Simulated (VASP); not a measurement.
A convergence study with VASP on BaTiO₃ (tetragonal perovskite): one setting is varied, all else stays as given below, so the limit is that of these other settings.

```
CELL_PARAMETERS angstrom
      3.99000     0.00000     0.00000
      0.00000     3.99000     0.00000
      0.00000     0.00000     4.04000
ATOMIC_POSITIONS crystal
  Ba 0.00000 0.00000 0.00000
  Ti 0.50000 0.50000 0.51300
  O  0.50000 0.50000 0.97700
  O  0.00000 0.50000 0.48700
  O  0.50000 0.00000 0.48700
```

The numbers are results of PBE GGA, VASP's PBE PAW potentials (set 64) (plane waves; VASP), not measurements. The tightest run used: 700 eV cut-off, 10×10×10 Monkhorst-Pack mesh, Gaussian smearing of 0.050 eV, potentials Ba_sv Ti_sv O.

| setting | E (eV/atom) | pressure (GPa) | largest force (eV/Å) | irreducible k-points |
|---|---|---|---|---|
| 1×1×1 mesh | -4.8148 | 49.91 | 21.298 | 1 |
| 2×2×2 mesh | -8.0586 | 4.02 | 0.922 | 1 |
| 3×3×3 mesh | -7.9877 | 4.57 | 0.526 | 6 |

Task: These are the cheaper rows. Estimate the results at 10×10×10 mesh, and how far the last row shown lies from them.

Result: 
| quantity | tightest run | last row shown is off by |
|---|---|---|
| E (eV/atom) | -8.0015 | 0.0137 |
| pressure (GPa) | 4.39 | 0.18 |
| largest force (eV/Å) | 0.147 | 0.379 |

Left out are rungs that failed or repeat a setting and relaxations that didn't move; long series are thinned to 24 rows.

The compound is BaTiO3 in the tetragonal perovskite structure. The cell was not relaxed at this level, forces remain on its atoms.
